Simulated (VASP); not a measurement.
Input:

```
CELL_PARAMETERS angstrom
      1.23843    -2.14502     0.00000
      1.23843     2.14502     0.00000
      0.00000     0.00000     7.03061
ATOMIC_POSITIONS crystal
  C  0.00000 0.00000 0.25000
  C  0.00000 0.00000 0.75000
  C  0.33333 0.66667 0.25000
  C  0.66667 0.33333 0.75000
```

Calculation: vdW-DF2, VASP's PBE PAW potentials (set 64) (plane waves; VASP). Run with 520 eV cut-off, 11×11×4 Γ-centred mesh, tetrahedra with Blöchl corrections, potentials C.

The cores are frozen, which limits the accuracy of field gradients.

Question: Give the principal components of the electric field gradient (V/Å²) and the asymmetry η at each nucleus.

Answer: 
```
atom    Vxx    Vyy   Vzz     η
----  -----  -----  ----  ----
C1    -16.2  -16.2  32.3  0.00
C2    -16.2  -16.2  32.3  0.00
C3    -15.5  -15.5  31.0  0.00
C4    -15.5  -15.5  31.0  0.00
```

The compound is C in the graphite structure. It was relaxed first, which changed the volume by +6 %.
